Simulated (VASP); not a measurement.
Here is the system:

```
CELL_PARAMETERS angstrom
      0.00000     2.17114     2.17114
      2.17114     0.00000     2.17114
      2.17114     2.17114     0.00000
ATOMIC_POSITIONS crystal
  Hf 0.00000 0.00000 0.00000
  N  0.50000 0.50000 0.50000
```

Level of theory: LDA (Ceperley-Alder, Perdew-Zunger), VASP's LDA PAW potentials (set 64) (plane waves; VASP). Numerical set-up: 620 eV cut-off, 14×14×14 Γ-centred mesh, first-order Methfessel-Paxton smearing of 0.10 eV, potentials Hf_pv N.

Energy and stress use the plane-wave basis of the starting cell.

Problem. The ions, cell shape and volume at an external pressure of 45.0 GPa are relaxed. Which structure does the run end with?

Solution. 
```
CELL_PARAMETERS angstrom
      0.00000     2.14782     2.14782
      2.14782     0.00000     2.14782
      2.14782     2.14782     0.00000
ATOMIC_POSITIONS crystal
  Hf 0.00000 0.00000 0.00000
  N  0.50000 0.50000 0.50000
```
Space group Fm-3m (225), at a tolerance of 0.03 Å.

Problem. How do energy and volume change from the first to the last step?

Solution. The energy (σ→0) changes by +75.9 meV/atom and the volume by -3.2 %, in 4 ionic steps.

The compound is HfN in the rock salt structure. This run relaxes it under an external pressure of 45 GPa. Symmetry was kept, so distortions that lower it aren't found. The electron count is odd and the run is not spin-polarised, which forces a metal.
